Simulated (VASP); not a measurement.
Consider the following.

```
Cu
1.0
    0.00000     1.83873     1.83873
    1.83873     0.00000     1.83873
    1.83873     1.83873     0.00000
Cu
1
Direct
  0.00000   0.00000   0.00000
```

All values below come from RPBE GGA, VASP's PBE PAW potentials (set 64) (plane waves; VASP 6.6.1). Settings: 520 eV cut-off, Gaussian smearing of 0.050 eV, potentials Cu.

Question: Give the energies of bands 1 to 7 at the high-symmetry points, in eV from the Fermi level.

Answer: 
| band | Γ | X | U | L | W |
|---|---|---|---|---|---|
| 1 | -8.99 | -4.62 | -4.08 | -4.82 | -3.93 |
| 2 | -2.91 | -4.19 | -3.86 | -2.94 | -3.37 |
| 3 | -2.91 | -1.64 | -2.66 | -2.94 | -3.37 |
| 4 | -2.91 | -1.49 | -2.03 | -1.63 | -2.19 |
| 5 | -2.15 | -1.49 | -1.67 | -1.63 | -1.49 |
| 6 | -2.15 | 1.51 | 4.18 | -0.90 | 5.99 |
| 7 | 22.09 | 6.74 | 5.51 | 3.50 | 5.99 |

It has no gap at this level: it comes out as a metal or semimetal.

The compound is Cu in the fcc structure. It was relaxed first, which changed the volume by +6 %.
